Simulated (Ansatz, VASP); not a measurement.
# BAs: VASP beside Ansatz

Wanted: the spread between two codes on one cell, functional and k mesh. The cell is taken from a series of runs on this material, whose earlier steps may have relaxed, scaled, displaced or heated it; both programs get it as it stands.

Program: Ansatz 0.2.0. Level of theory: plane waves, with VASP 6.6.1 beside it; relaxation of cell and atoms at RPBE and zone-centre phonons at RPBE. Results are calculated unless marked as measured.

### 1. The structure

It takes space group F-43m (No. 216, cubic). The conventional cell has a = 4.841 Å, b = 4.841 Å, c = 4.841 Å, α = 90.00°, β = 90.00°, γ = 90.00°. Nearest to B lie 4 As at 2.10 Å. Nearest to As lie 4 B at 2.10 Å. Farther neighbours are not listed.

Structure file:

```
B As
1.0
     0.00000    2.42043    2.42043
     2.42043    0.00000    2.42043
     2.42043    2.42043    0.00000
B As
1 1
Direct
  0.00000 0.00000 0.00000
  0.25000 0.25000 0.25000
```

### 2. VASP: relaxation of cell and atoms, RPBE

The relaxed volume is the usual yardstick between codes: in a stiff, nearly cubic crystal its relative difference is about their pressure difference at one cell divided by the bulk modulus.

Lines of VASP's logs that name or quote its potential files are left out, and so is its time.

The input, INCAR:

```
SYSTEM = BAs
PREC = Accurate
ENCUT = 500
EDIFF = 1E-07
NELM = 120
ISMEAR = 0
SIGMA = 0.01
LREAL = .FALSE.
ALGO = Normal
GGA = RP
NBANDS = 10
LORBIT = 11
LWAVE = .FALSE.
LCHARG = .FALSE.
ISIF = 3
IBRION = 2
NSW = 80
EDIFFG = -0.005
LASPH = .TRUE.
GGA_COMPAT = .FALSE.
NELMIN = 4
EFERMI = MIDGAP
KPAR = 2
```

The input, POSCAR:

```
BAs
1.0
    0.0000000000      2.4204310000      2.4204310000
    2.4204310000      0.0000000000      2.4204310000
    2.4204310000      2.4204310000      0.0000000000
B As
1 1
Direct
    0.0000000000      0.0000000000      0.0000000000
    0.2500001033      0.2500001033      0.2500001033
```

The input, KPOINTS:

```
Automatic mesh
0
Gamma
10 10 10
0 0 0
```

The projector-augmented-wave data sets are B and As (PBE family, release 64).

On the command line:

```bash
mpirun -np 2 vasp_std
```

Numbers of over 12 decimals in the logs are rounded to 6 here.

The program printed:

```text
[banner, memory and clock lines left out]
running    2 mpi-ranks, on    1 nodes
 distrk:  each k-point on    1 cores,    2 groups
 distr:  one band on    1 cores,    1 groups

 POSCAR found type information on POSCAR B As
 POSCAR found :  2 types and       2 ions
|                                                                             |
|               ----> ADVICE to this user running VASP <----                  |
|                                                                             |
|     You enforced a specific xc type in the INCAR file but a different       |
|     [... a line on the potential file left out ...]
|     I HOPE YOU KNOW WHAT YOU ARE DOING!                                     |
|                                                                             |

 LDA part: xc-table for (Slater+PW92), standard interpolation
 POSCAR, INCAR and KPOINTS ok, starting setup
 FFT: planning ... GRIDC
 FFT: planning ... GRID_SOFT
 FFT: planning ... GRID
 WAVECAR not read
 entering main loop
       N       E                     dE             d eps       ncg     rms          rms(c)
DAV:   1     0.133987625173E+02    0.13399E+02   -0.36341E+03   940   0.681E+02
DAV:   2    -0.106213673480E+02   -0.24020E+02   -0.23189E+02  1294   0.104E+02
DAV:   3    -0.112670445496E+02   -0.64568E+00   -0.64428E+00  1144   0.175E+01
DAV:   4    -0.112689154347E+02   -0.18709E-02   -0.18707E-02  1144   0.102E+00
DAV:   5    -0.112689185711E+02   -0.31364E-05   -0.31363E-05  1098   0.441E-02    0.474E+00
DAV:   6    -0.107912401768E+02    0.47768E+00   -0.14350E+00  1018   0.512E+00    0.236E+00
DAV:   7    -0.107499284570E+02    0.41312E-01   -0.17581E-01  1174   0.218E+00    0.975E-01
DAV:   8    -0.107479965245E+02    0.19319E-02   -0.19197E-02  1028   0.882E-01    0.979E-02
DAV:   9    -0.107486099262E+02   -0.61340E-03   -0.95873E-04  1062   0.188E-01    0.537E-02
DAV:  10    -0.107489283537E+02   -0.31843E-03   -0.48671E-04  1034   0.146E-01    0.138E-02
DAV:  11    -0.107489387680E+02   -0.10414E-04   -0.17666E-05  1196   0.290E-02    0.102E-02
DAV:  12    -0.107489403864E+02   -0.16184E-05   -0.63129E-06  1024   0.174E-02    0.392E-03
DAV:  13    -0.107489403949E+02   -0.85017E-08   -0.91345E-08  1088   0.222E-03
   1 F= -.10748940E+02 E0= -.10748940E+02  d E =-.107489E+02
 curvature:   0.00 expect dE= 0.000E+00 dE for cont linesearch  0.000E+00
 trial: gam= 0.00000 g(F)=  0.788E-41 g(S)=  0.559E-03 ort = 0.000E+00 (trialstep = 0.100E+01)
 search vector abs. value=  0.559E-03
 bond charge predicted
       N       E                     dE             d eps       ncg     rms          rms(c)
DAV:   1    -0.107494137866E+02   -0.47340E-03   -0.11122E-02  1024   0.657E-01    0.103E-01
DAV:   2    -0.107491407189E+02    0.27307E-03   -0.48005E-04  1012   0.116E-01    0.527E-02
DAV:   3    -0.107490504322E+02    0.90287E-04   -0.17133E-04  1026   0.617E-02    0.166E-02
DAV:   4    -0.107490428573E+02    0.75750E-05   -0.10643E-05  1072   0.188E-02    0.100E-02
DAV:   5    -0.107490422790E+02    0.57832E-06   -0.10016E-06  1090   0.588E-03    0.519E-03
DAV:   6    -0.107490424462E+02   -0.16724E-06   -0.88139E-08   964   0.179E-03    0.249E-04
DAV:   7    -0.107490424680E+02   -0.21816E-07   -0.48538E-09   520   0.447E-04
   2 F= -.10749042E+02 E0= -.10749042E+02  d E =-.102073E-03
 trial-energy change:   -0.000102  1 .order   -0.000111   -0.000559    0.000337
 step:   0.6098(harm=  0.6240)  dis= 0.00000  next Energy=   -10.749109 (dE=-0.168E-03)
 bond charge predicted
       N       E                     dE             d eps       ncg     rms          rms(c)
DAV:   1    -0.107491603977E+02   -0.11795E-03   -0.16928E-03  1024   0.257E-01    0.400E-02
DAV:   2    -0.107491210769E+02    0.39321E-04   -0.72390E-05  1012   0.451E-02    0.205E-02
DAV:   3    -0.107491099083E+02    0.11169E-04   -0.26160E-05  1024   0.241E-02    0.658E-03
DAV:   4    -0.107491094156E+02    0.49278E-06   -0.15972E-06  1060   0.729E-03    0.398E-03
DAV:   5    -0.107491094893E+02   -0.73737E-07   -0.14919E-07   614   0.231E-03
   3 F= -.10749109E+02 E0= -.10749109E+02  d E =-.169094E-03
 curvature:  -0.31 expect dE=-0.117E-06 dE for cont linesearch -0.117E-06
 trial: gam=-0.02521 g(F)=  0.733E-41 g(S)=  0.374E-06 ort = 0.145E-04 (trialstep = 0.922E+00)
 search vector abs. value=  0.351E-09
 reached required accuracy - stopping structural energy minimisation
```

Parts of OUTCAR (step 2):

```text
ion  position               nearest neighbor table
   1  0.000  0.000  0.000-   2 2.10   2 2.10   2 2.10   2 2.10
   2  0.250  0.250  0.250-   1 2.10   1 2.10   1 2.10   1 2.10

  LATTYP: Found a face centered cubic cell.
 ALAT       =     4.8408620000

 Subroutine GETGRP returns: Found 24 space group operations
 (whereof 24 operations were pure point group operations)

The static configuration has the point symmetry T_d .

 Found     47 irreducible k-points:

   k-points           NKPTS =     47   k-points in BZ     NKDIM =     47   number of bands    NBANDS=     10

   dimension x,y,z NGX =    28 NGY =   28 NGZ =   28
   dimension x,y,z NGXF=    56 NGYF=   56 NGZF=   56

   ENCUT  =  500.0 eV  36.75 Ry    6.06 a.u.   6.24  6.24  6.24*2*pi/ulx,y,z

   NELECT =       8.0000    total number of electrons

 k-points in reciprocal lattice and weights: Automatic mesh
   0.00000000  0.00000000  0.00000000       0.001
   0.10000000  0.00000000  0.00000000       0.008
   0.20000000  0.00000000  0.00000000       0.008
   0.30000000  0.00000000  0.00000000       0.008
   0.40000000  0.00000000  0.00000000       0.008
   0.50000000  0.00000000  0.00000000       0.004
   0.10000000  0.10000000  0.00000000       0.006
   0.20000000  0.10000000  0.00000000       0.024
   0.30000000  0.10000000  0.00000000       0.024
[...]
-0.30000000  0.40000000  0.20000000       0.024
  -0.30000000  0.50000000  0.20000000       0.012

 average (electrostatic) potential at core
       1 -27.3897       2 -49.2702

 E-fermi :   6.3856

 k-point     1 :       0.0000    0.0000    0.0000
  band No.  band energies     occupation
      1      -9.2548      2.00000
      2       5.7572      2.00000
      3       5.7572      2.00000
      4       5.7572      2.00000
      5       8.9810      0.00000
      6       8.9810      0.00000
      7       8.9810      0.00000
      8       9.9212      0.00000
      9      15.2936      0.00000
    ...

 k-point     2 :       0.1000    0.0000    0.0000
  band No.  band energies     occupation
      1      -9.0970      2.00000
      2       4.3825      2.00000
      3       5.4697      2.00000
      4       5.4697      2.00000
      5       9.0433      0.00000
      6       9.3612      0.00000
      7       9.3612      0.00000
      8      10.8993      0.00000
      9      15.9025      0.00000
    ...

 k-point     3 :       0.2000    0.0000    0.0000
  band No.  band energies     occupation
      1      -8.6325      2.00000
      2       2.0860      2.00000
      3       4.9182      2.00000
      4       4.9182      2.00000
      5       8.7719      0.00000
      6      10.0574      0.00000
      7      10.0574      0.00000
      8      12.6299      0.00000
      9      16.8067      0.00000
    ...

  Total        0.0022737      0.0022737      0.0022737      0.0000000      0.0000000      0.0000000
  in kB        0.1279538      0.1279538      0.1279538      0.0000000      0.0000000      0.0000000
  external PRESSURE =       0.1279538 kB  Pullay stress =       0.0000000 kB

  energy-cutoff  :      500.00
  volume of cell :       28.47
      direct lattice vectors                 reciprocal lattice vectors
     0.000000000  2.423558688  2.423558688    -0.206308187  0.206308187  0.206308187
     2.423558688 -0.000000000  2.423558688     0.206308187 -0.206308187  0.206308187
     2.423558688  2.423558688 -0.000000000     0.206308187  0.206308187 -0.206308187

 POSITION                                       TOTAL-FORCE (eV/Angst)
 -----------------------------------------------------------------------------------
      0.00000      0.00000      0.00000         0.000000      0.000000      0.000000
      1.21178      1.21178      1.21178        -0.000000     -0.000000     -0.000000
 -----------------------------------------------------------------------------------
    total drift:                               -0.000087     -0.000087     -0.000087

  FREE ENERGIE OF THE ION-ELECTRON SYSTEM (eV)
  ---------------------------------------------------
  free  energy   TOTEN  =       -10.7491094893 eV

  energy  without entropy=      -10.7491094893  energy(sigma->0) =      -10.74910949

 reached required accuracy - stopping structural energy minimisation

 total charge
# of ion       s       p       d       tot
------------------------------------------
    1        0.661   1.133   0.000   1.793
    2        1.171   1.627   0.081   2.879
--------------------------------------------------
tot          1.831   2.760   0.081   4.672

[... 3 further parts left out ...]
```

### 3. Ansatz: relaxation of cell and atoms, RPBE

Ansatz runs on its default PAW (the set named soft_2) files.

The same cell, functional and mesh now go to Ansatz, which takes its cutoff from its data sets.

The input, input.yaml:

```yaml
crystal:
  lattice:
    - [0.0, 2.4204311482, 2.4204311482]
    - [2.4204311482, 0.0, 2.4204311482]
    - [2.4204311482, 2.4204311482, 0.0]
  atoms:
    - { symbol: B, position: [0.0, 0.0, 0.0] }
    - { symbol: As, position: [0.25, 0.25, 0.25] }
kpoints:
  mp_grid: { grid: [10, 10, 10] }
hamiltonian:
  xc: rpbe
scf:
  occupations: { method: fixed }
output:
  forces: true
  stress: true
  eigenvalues: true
relax:
  adjacent_minimum: "off"
  f_tol: 0.001
  max_steps: 60
  cell: { stress_tol: 0.01 }
```

On the command line:

```bash
ansatz run input.yaml --threads 4 --pin off --max-ram 7168MiB --backend cpu --events-out ev --progress --plain --runs-dir out
```

The program printed:

```text
Engine: ansatz 0.2.0, aarch64-unknown-linux-gnu
Pseudopotentials: kind: paw
Pseudopotential: B, paw, valence charge 3, recommended cutoff 420 eV (normal), B.paw.azcp
Pseudopotential: As, paw, valence charge 15, recommended cutoff 420 eV (normal), As.paw.azcp
Functional definition: RPBE
  parameter kappa = 0.804
  parameter beta = 0.066725
  exchange = rpbe_x(kappa = kappa, mu = beta*pi^2/3)
  correlation = pbe_c(beta = beta)
Crystal: 2 atoms, lattice volume = 28.360 Å³
Basis set: ecut = 420 eV, 537 PW (Γ), exchange–correlation on 48×48×48 points (8 copies of the dense FFT grid, shifted against one another)
Bands: 13, of which v1, the nominal top of the filled ones, is band 9 counted from 1 (8 counted from 0)
Symmetry: 24 space group operations
Space group: F-43m (ITA 216), of the structure as read, at distance tolerance 3.0e-5 Å
k-points: 47 of 1000 (time reversal used)
Non-local potential: B, projectors of the file, l = 0: 2, l = 1: 2, l = 2: 1
Non-local potential: As, projectors of the file, l = 0: 2, l = 1: 2, l = 2: 3, l = 3: 1
PAW form: soft (Blöchl's): semilocal exchange-correlation on the pseudo side does not see the compensation charge
PAW frozen core: B, regenerated for the run's functional, and the local potential with it (the file was generated under x = pbe(κ = 0.804, μ = 0.219515), c = pbe(β = 0.066725))
PAW frozen core: As, regenerated for the run's functional, and the local potential with it (the file was generated under x = pbe(κ = 0.804, μ = 0.219515), c = pbe(β = 0.066725))
PAW one-centre angular grid: B, 110 points (default); XC on 64 Gauss nodes
PAW one-centre angular grid: As, 590 points (default); XC on 64 Gauss nodes
Initial density: superposition of atomic densities (neutral atoms: chi_scale 0, normalization atom), corrected by the library's trained network
Initial wavefunctions: pseudopotential atomic-orbital guess
Functional: x = rpbe, c = pbe(β = 0.066725)
SCF iter   1: F=—  HF=-5019.042871 eV  |F-HF|=—  |Δ(HF+E_count)|=         —  Δρ=1.99e-3  dr2=4.50e-4  ethr=1.77e-3  ⟨swp⟩=4.4  Hψ=3050  notcnv=0  defer=67
preconditioner: auto → none  [insulator: Δε(μ)=1.253 eV  Ē_g=12.137 eV  n_scr=8 (ndim 8)  ℏωp=19.7 eV  f_vac=0.001  ε∞_Penn≈3.6]
SCF iter   2: F=—  HF=-5019.042727 eV  |F-HF|=—  |Δ(HF+E_count)|=   1.45e-4  Δρ=1.04e-3  dr2=1.68e-4  ethr=2.50e-6  ⟨swp⟩=2.0  Hψ=1511  notcnv=0  defer=87
SCF iter   3: F=—  HF=-5019.042794 eV  |F-HF|=—  |Δ(HF+E_count)|=   6.71e-5  Δρ=3.41e-4  dr2=3.03e-5  ethr=9.35e-7  ⟨swp⟩=2.0  Hψ=910  notcnv=0  defer=87
SCF iter   4: F=—  HF=-5019.042796 eV  |F-HF|=—  |Δ(HF+E_count)|=   2.60e-6  Δρ=7.42e-5  dr2=1.26e-6  ethr=1.68e-7  ⟨swp⟩=2.8  Hψ=1020  notcnv=0  defer=2
iter 5 did not close the SCF: its close was put off for the readings that it lacked (scf_convergence_deferred on its scf_iter line)
SCF iter   5: F=-5019.042798 eV  HF=-5019.042798 eV  |F-HF|=1.48e-7  |Δ(HF+E_count)|=   2.07e-6  Δρ=1.69e-5  dr2=8.12e-8  ethr=7.02e-9  ⟨swp⟩=2.0  Hψ=809  notcnv=0  defer=4
SCF iter   6: F=-5019.042798 eV  HF=-5019.042798 eV  |F-HF|=3.18e-9  |Δ(HF+E_count)|=   1.85e-7  Δρ=3.13e-6  dr2=2.66e-9  ethr=4.51e-10  ⟨swp⟩=4.2  Hψ=2896  notcnv=0
SCF 1 converged in 6 iterations: F = -5019.042798 eV  dr2 = 2.66e-9
  greatest PAW one-centre occupation: 0.999 electrons in one spin orbital (limit 2), on the As atom at site 1 (counted from 0), in its partial waves of l = 2
relax step   1: F+E_penalty+E_count = -5019.04279849 eV  Δ(F+E_penalty+E_count) = +0.000e0 eV  max|allowed force component| = 2.221e-16 eV/Å  Δτ_max = 0.0000 Å  P = +0.031 GPa  Ω = 28.360 Å³  (6 SCF iters, dr2 threshold 1.00e-7 eV, accepted)
[...]
relax step   2: F+E_penalty+E_count = -5019.04279637 eV  Δ(F+E_penalty+E_count) = +2.120e-6 eV  max|allowed force component| = 3.235e-17 eV/Å  Δτ_max = 0.0000 Å  P = +0.008 GPa  Ω = 28.365 Å³  energy of the carried Pulay correction = -2.749e-6 eV  (3 SCF iters, dr2 threshold 2.38e-9 eV, accepted)
[...]
relax step   3: F+E_penalty+E_count = -5019.04280294 eV  Δ(F+E_penalty+E_count) = -6.570e-6 eV  max|allowed force component| = 8.750e-17 eV/Å  Δτ_max = 0.0000 Å  P = +0.008 GPa  Ω = 28.365 Å³  stress off target by 8.14e-3 GPa  SCF on the basis re-selected at this cell (its energy is not comparable with the rows above)  (5 SCF iters)
basis re-selected at this cell: Δ(F+E_penalty+E_count) = -6.570e-6 eV, ΔP = +0.000 GPa vs the last step (what re-selecting the basis moved, of the pressure what is left beyond the Pulay correction that the steps carried, after the strain that the cell walked since its last selection, with what the two solves' SCF thresholds leave and, on support functions, any second-order correction that the steps lacked; it is no m [...]
SCF converged after 5 iterations
Free energy (F): -5019.042803 eV
Harris-Foulkes:  -5019.042803 eV  (|F-HF|=9.09e-13)
Internal energy: -5019.042803 eV  (E = F + TS)
E sigma→0 (E₀):  -5019.042803 eV
Fermi energy:    10.605815 eV
--- Per-component energies (eV) ---
  E_band       = -217.892051
  E_kinetic    = 150.109875
  E_local      = -1726.695209  (includes V_loc(G=0)·N_el)
  E_nonlocal   = -659.698077
  E_hartree    = 952.924087
  E_xc         = -110.859230
  E_vxc        = -116.709242  (∫ρ·V_xc dr)
  E_paw        = -1921.675119  (= ΣΔE_a)
  E_vpaw       = 229.252423  (= ΣTr[D̂ρ^β])
  E_aug_tail   = 0.000005  (compensation charges beyond the density's cutoff)
  E_ewald      = -1702.904407
  E_core_change = -0.244730  (= ΣΔE_core)
  E_smearing   = -0.000000  (= −TS)
  E_closure    = -0.000000  (closes the sum)
  Σ components = -5019.042803   (vs F -5019.042803, Δ=0.00e0)
--- Forces (eV/Å), atoms counted from 1 ---
  atom   1  B      0.00000000    -0.00000000     0.00000000
  atom   2  As    -0.00000000    -0.00000000    -0.00000000
  max |Σ_I F_I| component: 1.58e-16 eV/Å
--- Stress (GPa, compression-positive) ---
        0.008141      -0.000000      -0.000000
       -0.000000       0.008141       0.000000
       -0.000000       0.000000       0.008141
  P = ⅓ Tr σ = 0.0081 GPa (0.081 kbar)
--- Band table (eV; the first three rows and the last of 47) ---
  k-point 0: bands = [... 5 lower, -4.4416, 10.6058, 10.6058, 10.6058, 13.8407, 13.8407, 13.8407, 14.8110]
  k-point 1: bands = [... 5 lower, -4.2832, 9.2299, 10.3175, 10.3175, 13.9099, 14.2228, 14.2228, 15.7834]
  k-point 2: bands = [... 5 lower, -3.8168, 6.9293, 9.7643, 9.7643, 13.6416, 14.9225, 14.9225, 17.5135]
  k-point 46: bands = [... 5 lower, -0.3182, 2.6351, 5.4900, 5.7396, 15.1464, 15.4041, 18.2195, 18.4162]
--- Relaxed structure (2 steps of the walk, 2 accepted, 1 SCFs on fresh bases) ---
  F+E_penalty+E_count = -5019.04280294 eV   max|allowed force component| = 8.750e-17 eV/Å   (the final SCF, on the basis selected at the relaxed cell)
  cell:  # Å, volume = 28.3653 Å³
    - [0, 2.420578, 2.420578]
    - [2.420578, 0, 2.420578]
    - [2.420578, 2.420578, 0]
  atoms:
    - { symbol: B, position: [0, 0, 0] }
    - { symbol: As, position: [0.250000, 0.250000, 0.250000] }
```

### 4. Side by side

Known differences besides the potentials themselves: fixed occupations in Ansatz, narrow Gaussian smearing in VASP; the data sets hold 18 valence electrons in Ansatz (on its default PAW (the set named soft_2) files) and 8 in VASP; the cutoff is 420 eV in Ansatz and 500 eV in VASP; Ansatz makes its cores anew for this functional, VASP keeps those of its PBE data sets; Ansatz adds a Pulay correction to the stress that steers its cell, VASP none. Total energies have different zeros and are not compared.

Compared:

```
                                         quantity  Ansatz   VASP  difference
                                      volume (Å³)   28.37  28.47     -0.37 %
edge a after relaxation, in the typed setting (Å)   3.423  3.427     -0.12 %
```

(Part 1 of 2 ends here.)

[Lines on the potential files, build, host, timing and source positions are cut from VASP's logs without a mark.]

[Logs are printed without paths, hosts, clocks, repeated set-up lines and the standing remarks that a program may print on its own settings, such as how far it seeks lower states.]

[Hosts, paths, dates, database ids (printed as entryN), source tags and the programs' standing remarks are cut or masked in the printed files.]
